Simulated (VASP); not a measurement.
```
CELL_PARAMETERS angstrom
      0.00000     3.08509     3.08509
      3.08509     0.00000     3.08509
      3.08509     3.08509     0.00000
ATOMIC_POSITIONS crystal
  In 0.00000 0.00000 0.00000
  As 0.25000 0.25000 0.25000
```

These are r2SCAN meta-GGA, VASP's PBE PAW potentials (set 64) (plane waves; VASP) values and carry that method's errors. Settings: 520 eV cut-off, 8×8×8 Γ-centred mesh, Gaussian smearing of 0.050 eV, potentials In_d As.

**Question.** Give the stress tensor in GPa (positive for a compressed cell).

**Answer.** 
```
-1.58   0.00   0.00
 0.00  -1.58   0.00
 0.00   0.00  -1.58
```
The pressure is its mean diagonal, -1.58 GPa.

The compound is InAs in the zinc blende structure. This cell is one point of a volume scan, at 1.03 of the reference volume.
